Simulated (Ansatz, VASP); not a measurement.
# CdF2: VASP beside Ansatz

One calculation is typed for both programs; each brings its own data sets. How far apart do they land? The cell is taken from a series of VASP runs on this material, whose earlier steps may have relaxed, scaled or displaced it; both programs get it as it stands. Valence electrons are named where the data sets of a main pair hold unlike numbers.

Method: plane waves, with VASP 6.6.1 beside it; zone-centre phonons at RPBE, in Ansatz 0.2.0.

**1. Set-up**

Symmetry: Fm-3m, No. 225, cubic system. Conventional cell: a = 5.584 Å, b = 5.584 Å, c = 5.584 Å, α = 90.00°, β = 90.00°, γ = 90.00°. Nearest to Cd lie 8 F at 2.42 Å. F has 4 Cd at 2.42 Å nearest. Farther neighbours and most contacts between anions are not listed.

Coordinates:

```
Cd F
1.0
     0.00000    2.79207    2.79207
     2.79207    0.00000    2.79207
     2.79207    2.79207    0.00000
Cd F
1 2
Direct
  0.00000 0.00000 0.00000
  0.75000 0.75000 0.75000
  0.25000 0.25000 0.25000
```

**2. VASP: zone-centre phonons, RPBE**

Second derivatives magnify differences that forces hide, and they need a tight electronic threshold.

Lines of VASP's logs that name or quote its potential files are left out, and so is its time.

Input file INCAR:

```
SYSTEM = CdF2
PREC = Accurate
ENCUT = 520
EDIFF = 1E-08
NELM = 100
ISMEAR = -1
SIGMA = 0.05
LREAL = .FALSE.
ALGO = Normal
GGA = RP
LORBIT = 11
LWAVE = .FALSE.
LCHARG = .FALSE.
IBRION = 8
LEPSILON = .TRUE.
ISIF = 2
```

Input file POSCAR:

```
CdF2
1.0
    0.0000000000      2.7920697049      2.7920697049
    2.7920697049      0.0000000000      2.7920697049
    2.7920697049      2.7920697049      0.0000000000
Cd F
1 2
Direct
    0.0000000000      0.0000000000      0.0000000000
    0.7500000000      0.7500000000      0.7500000000
    0.2500000000      0.2500000000      0.2500000000
```

Input file KPOINTS:

```
Automatic mesh
0
Gamma
8 8 8
0 0 0
```

Potentials, in the order of the species: Cd and F (PBE family, release 64).

Launch:

```sh
> mpirun -np 1 vasp_std
```

Numbers of over 12 decimals in the logs are rounded to 6 here.

The program printed:

```text
[banner, memory and clock lines left out]
running    1 mpi-ranks, on    1 nodes
 distrk:  each k-point on    1 cores,    1 groups
 distr:  one band on    1 cores,    1 groups

 POSCAR found type information on POSCAR CdF
 POSCAR found :  2 types and       3 ions
|                                                                             |
|               ----> ADVICE to this user running VASP <----                  |
|                                                                             |
|     You enforced a specific xc type in the INCAR file but a different       |
|     [... a line on the potential file left out ...]
|     I HOPE YOU KNOW WHAT YOU ARE DOING!                                     |
|                                                                             |

 LDA part: xc-table for (Slater+PW92), standard interpolation
 POSCAR, INCAR and KPOINTS ok, starting setup
 FFT: planning ... GRIDC
 FFT: planning ... GRID_SOFT
 FFT: planning ... GRID
 WAVECAR not read
 entering main loop
       N       E                     dE             d eps       ncg     rms          rms(c)
DAV:   1     0.201856056001E+03    0.20186E+03   -0.15770E+04  1010   0.153E+03
DAV:   2    -0.324738889489E+01   -0.20510E+03   -0.20063E+03  1184   0.380E+02
DAV:   3    -0.119203657456E+02   -0.86730E+01   -0.86551E+01  1054   0.872E+01
DAV:   4    -0.119635397427E+02   -0.43174E-01   -0.43170E-01  1156   0.624E+00
DAV:   5    -0.119637069752E+02   -0.16723E-03   -0.16723E-03  1069   0.328E-01    0.951E+00
DAV:   6    -0.997559158548E+01    0.19881E+01   -0.59037E+00  1237   0.489E+01    0.643E+00
DAV:   7    -0.100455450012E+02   -0.69953E-01   -0.11357E+00   987   0.109E+01    0.362E+00
DAV:   8    -0.100483834406E+02   -0.28384E-02   -0.21157E-01  1055   0.447E+00    0.833E-01
DAV:   9    -0.100383982411E+02    0.99852E-02   -0.55375E-02  1084   0.261E+00    0.116E-01
DAV:  10    -0.100393297989E+02   -0.93156E-03   -0.41762E-03  1011   0.920E-01    0.176E-01
DAV:  11    -0.100395287580E+02   -0.19896E-03   -0.44827E-04  1070   0.218E-01    0.737E-02
DAV:  12    -0.100395932110E+02   -0.64453E-04   -0.18268E-04  1003   0.128E-01    0.244E-02
DAV:  13    -0.100395964493E+02   -0.32382E-05   -0.22980E-05  1085   0.435E-02    0.101E-02
DAV:  14    -0.100395957666E+02    0.68266E-06   -0.39620E-06  1016   0.249E-02    0.230E-03
DAV:  15    -0.100395958743E+02   -0.10764E-06   -0.26454E-07  1073   0.600E-03    0.512E-04
DAV:  16    -0.100395959057E+02   -0.31423E-07   -0.17498E-08   859   0.135E-03    0.803E-05
DAV:  17    -0.100395959111E+02   -0.53674E-08   -0.10411E-09   785   0.469E-04
   1 F= -.10039596E+02 E0= -.10039596E+02  d E =-.478046E-10
 Linear response reoptimize wavefunctions to high precision
DAV:   1    -0.100395959129E+02   -0.18845E-08   -0.58905E-10   610   0.273E-04
DAV:   2    -0.100395959129E+02    0.37289E-10   -0.42273E-11   497   0.698E-05
 Linear response G [H, r] |phi>, progress :
  Direction:   1
       N       E                     dE             d eps       ncg     rms
RMM:   1    -0.105812091600E+03   -0.10581E+03    0.35457E+01  1866   0.969E+01
RMM:   2    -0.105644108378E+03    0.16798E+00   -0.37087E+00  1510   0.179E+01
RMM:   3    -0.105651040604E+03   -0.69322E-02   -0.24764E-02  1644   0.123E+00
RMM:   4    -0.105651178081E+03   -0.13748E-03   -0.24167E-04  1694   0.988E-02
RMM:   5    -0.105651181227E+03   -0.31460E-05   -0.16209E-06  1713   0.109E-02
RMM:   6    -0.105651181480E+03   -0.25328E-06    0.11482E-06  1739   0.148E-03
RMM:   7    -0.105651181682E+03   -0.20200E-06   -0.91804E-07  1299   0.475E-04
RMM:   8    -0.105651181640E+03    0.42046E-07    0.27806E-05   960   0.367E-04
RMM:   9    -0.105651181616E+03    0.24453E-07   -0.54409E-05   950   0.361E-04
RMM:  10    -0.105651181641E+03   -0.25130E-07   -0.51897E-05   920   0.364E-04
RMM:  11    -0.105651181640E+03    0.57732E-09   -0.50307E-05   908   0.363E-04
 Linear response G [H, r] |phi>, progress :
  Direction:   2
       N       E                     dE             d eps       ncg     rms
RMM:   1    -0.104833732203E+03   -0.10483E+03    0.34716E+01  1841   0.952E+01
RMM:   2    -0.104498125973E+03    0.33561E+00   -0.32523E+00  1508   0.171E+01
RMM:   3    -0.104502504278E+03   -0.43783E-02   -0.19724E-02  1637   0.117E+00
RMM:   4    -0.104502553382E+03   -0.49104E-04   -0.15822E-04  1683   0.913E-02
RMM:   5    -0.104502555349E+03   -0.19668E-05   -0.40279E-08  1708   0.976E-03
RMM:   6    -0.104502555598E+03   -0.24914E-06    0.60959E-07  1727   0.132E-03
RMM:   7    -0.104502555747E+03   -0.14881E-06    0.19581E-06  1327   0.463E-04
RMM:   8    -0.104502555822E+03   -0.75271E-07    0.58962E-05   986   0.388E-04
RMM:   9    -0.104502555833E+03   -0.10961E-07    0.69421E-05   991   0.384E-04
RMM:  10    -0.104502555804E+03    0.29414E-07    0.68149E-05   980   0.383E-04
[...]
RMM:   5    -0.102792282060E+03   -0.40400E-05   -0.79014E-06  1686   0.111E-02
RMM:   6    -0.102792282111E+03   -0.50228E-07    0.24949E-07  1656   0.146E-03
RMM:   7    -0.102792282135E+03   -0.24741E-07   -0.71948E-08  1233   0.381E-04
RMM:   8    -0.102792282111E+03    0.24102E-07    0.47818E-05   914   0.278E-04
RMM:   9    -0.102792282166E+03   -0.54784E-07    0.11860E-04   895   0.269E-04
RMM:  10    -0.102792282168E+03   -0.19645E-08    0.11301E-04   858   0.271E-04
[...]
RMM:   5    -0.228828751989E+00   -0.25672E-02   -0.18436E-04  2965   0.132E-01    0.106E-02
RMM:   6    -0.228943384585E+00   -0.11463E-03   -0.40426E-06  3132   0.170E-02    0.470E-03
RMM:   7    -0.229145660550E+00   -0.20228E-03   -0.28163E-06  3113   0.134E-02    0.783E-04
RMM:   8    -0.229145718970E+00   -0.58420E-07   -0.57196E-08  3094   0.215E-03    0.494E-04
RMM:   9    -0.229145551499E+00    0.16747E-06   -0.32213E-08  2931   0.134E-03    0.608E-05
RMM:  10    -0.229143646902E+00    0.19046E-05    0.25841E-09  2620   0.184E-04    0.302E-05
RMM:  11    -0.229143218247E+00    0.42865E-06    0.87467E-10  2043   0.102E-04    0.599E-06
 change of polarisation eV/A/(eV/A) component  1 :     0.425     0.040     0.017
 dielectric tensor                  component  1 :     2.768     0.168     0.070
 Linear response to external field, progress :
  Direction:   2
       N       E                     dE             d eps       ncg     rms          rms(c)
RMM:   1    -0.209045053643E+00   -0.20905E+00   -0.69417E-01  3640   0.280E+00
RMM:   2    -0.217589257399E+00   -0.85442E-02   -0.46288E-03  3037   0.479E-01    0.703E-01
RMM:   3    -0.215936284864E+00    0.16530E-02   -0.23280E-03  2894   0.440E-01    0.406E-01
RMM:   4    -0.226261724916E+00   -0.10325E-01   -0.43464E-03  2975   0.615E-01    0.596E-02
RMM:   5    -0.228825393311E+00   -0.25637E-02   -0.18388E-04  2973   0.132E-01    0.106E-02
RMM:   6    -0.228944577153E+00   -0.11918E-03   -0.40666E-06  3121   0.171E-02    0.469E-03
RMM:   7    -0.229145245705E+00   -0.20067E-03   -0.28168E-06  3113   0.133E-02    0.787E-04
RMM:   8    -0.229145688684E+00   -0.44298E-06   -0.53797E-08  3096   0.212E-03    0.482E-04
RMM:   9    -0.229145448968E+00    0.23972E-06   -0.35591E-08  2931   0.135E-03    0.559E-05
RMM:  10    -0.229143739717E+00    0.17093E-05    0.93133E-10  2595   0.176E-04    0.324E-05
RMM:  11    -0.229143065097E+00    0.67462E-06   -0.97632E-10  2116   0.106E-04    0.616E-06
 change of polarisation eV/A/(eV/A) component  2 :     0.024     0.425    -0.016
 dielectric tensor                  component  2 :     0.102     2.768    -0.066
 Linear response to external field, progress :
  Direction:   3
       N       E                     dE             d eps       ncg     rms          rms(c)
RMM:   1    -0.209040567883E+00   -0.20904E+00   -0.69413E-01  3639   0.280E+00
RMM:   2    -0.217589236945E+00   -0.85487E-02   -0.46312E-03  3037   0.479E-01    0.703E-01
RMM:   3    -0.215936378547E+00    0.16529E-02   -0.23280E-03  2892   0.440E-01    0.406E-01
RMM:   4    -0.226261774916E+00   -0.10325E-01   -0.43466E-03  2976   0.615E-01    0.596E-02
RMM:   5    -0.228825322675E+00   -0.25635E-02   -0.18389E-04  2975   0.132E-01    0.106E-02
RMM:   6    -0.228944618825E+00   -0.11930E-03   -0.40661E-06  3121   0.171E-02    0.469E-03
RMM:   7    -0.229145256826E+00   -0.20064E-03   -0.28167E-06  3110   0.133E-02    0.787E-04
RMM:   8    -0.229145699806E+00   -0.44298E-06   -0.53882E-08  3092   0.212E-03    0.482E-04
RMM:   9    -0.229145461539E+00    0.23827E-06   -0.35842E-08  2933   0.135E-03    0.559E-05
RMM:  10    -0.229143751786E+00    0.17098E-05    0.35070E-10  2596   0.176E-04    0.324E-05
RMM:  11    -0.229143077777E+00    0.67401E-06   -0.93930E-10  2113   0.106E-04    0.616E-06
 change of polarisation eV/A/(eV/A) component  3 :    -0.002     0.007     0.425
 dielectric tensor                  component  3 :    -0.009     0.030     2.768
 Linear response DOF=           2
 Linear response progress:
  Degree of freedom:   1/  2
       N       E                     dE             d eps       ncg     rms          rms(c)
RMM:   1    -0.439974280590E+00   -0.43997E+00   -0.24628E-01  3353   0.346E+00
RMM:   2    -0.438993529127E+00    0.98075E-03   -0.44446E-03  3130   0.502E-01    0.139E-01
RMM:   3    -0.437755938494E+00    0.12376E-02   -0.38343E-04  3176   0.137E-01    0.675E-02
RMM:   4    -0.436700547690E+00    0.10554E-02   -0.18985E-04  3047   0.106E-01    0.197E-02
RMM:   5    -0.436341267653E+00    0.35928E-03   -0.11701E-05  2844   0.338E-02    0.457E-03
RMM:   6    -0.436351945311E+00   -0.10678E-04   -0.19376E-06  3153   0.101E-02    0.234E-03
RMM:   7    -0.436352114706E+00   -0.16940E-06   -0.14654E-07  3249   0.298E-03    0.437E-04
RMM:   8    -0.436349500970E+00    0.26137E-05   -0.73571E-09  3256   0.697E-04    0.764E-05
RMM:   9    -0.436349784828E+00   -0.28386E-06   -0.15096E-09  3266   0.228E-04    0.179E-05
RMM:  10    -0.436349874121E+00   -0.89292E-07   -0.39000E-10  3295   0.417E-05    0.125E-05
RMM:  11    -0.436349967933E+00   -0.93812E-07   -0.44770E-10  3294   0.201E-05    0.330E-06
RMM:  12    -0.436349982401E+00   -0.14468E-07   -0.35718E-10  2772   0.817E-06    0.197E-07
RMM:  13    -0.436349983355E+00   -0.95447E-09   -0.67052E-10  1369   0.458E-06    0.156E-07
 first order change of Fermi-energy  -0.37920E-04
 force on displaced ion       1 direction 1 :  -3.199   0.000   0.000
 Born effective charge ion    1 direction 1 :   2.469   0.000   0.000
 Linear response progress:
  Degree of freedom:   2/  2
       N       E                     dE             d eps       ncg     rms          rms(c)
RMM:   1    -0.535714320761E+00   -0.53571E+00    0.69398E-01  6154   0.514E+00
RMM:   2    -0.534064457259E+00    0.16499E-02   -0.50303E-03  4855   0.650E-01    0.108E-01
RMM:   3    -0.535445127613E+00   -0.13807E-02   -0.27752E-04  4413   0.141E-01    0.617E-02
RMM:   4    -0.537211778277E+00   -0.17667E-02   -0.20816E-04  4455   0.112E-01    0.122E-02
RMM:   5    -0.537279477900E+00   -0.67700E-04   -0.69962E-06  5028   0.221E-02    0.237E-03
RMM:   6    -0.537228635161E+00    0.50843E-04   -0.22566E-07  4573   0.378E-03    0.840E-04
RMM:   7    -0.537226224207E+00    0.24110E-05   -0.49021E-08  5038   0.187E-03    0.957E-05
RMM:   8    -0.537227592718E+00   -0.13685E-05   -0.63884E-10  5227   0.319E-04    0.503E-05
RMM:   9    -0.537226103956E+00    0.14888E-05   -0.68963E-10  5000   0.146E-04    0.956E-06
RMM:  10    -0.537225931647E+00    0.17231E-06   -0.16958E-10  5325   0.388E-05    0.379E-06
RMM:  11    -0.537225951972E+00   -0.20325E-07   -0.24679E-12  5076   0.179E-05    0.106E-06
RMM:  12    -0.537225955457E+00   -0.34853E-08   -0.63339E-11  3254   0.734E-06    0.547E-07
 first order change of Fermi-energy   0.73219E-04
 force on displaced ion       2 direction 1 :  -3.375   0.000   0.000
 Born effective charge ion    2 direction 1 :  -1.236   0.000   0.000
 Born effective charges drift removed
 Linear response finished
```

(Continued in part 2 of 2.)

[Lines on the potential files, build, host, timing and source positions are cut from VASP's logs without a mark.]

[Logs are printed without paths, hosts, clocks, repeated set-up lines and the standing remarks that a program may print on its own settings, such as how far it seeks lower states.]

[Hosts, paths, dates, database ids (printed as entryN), source tags and the programs' standing remarks are cut or masked in the printed files.]
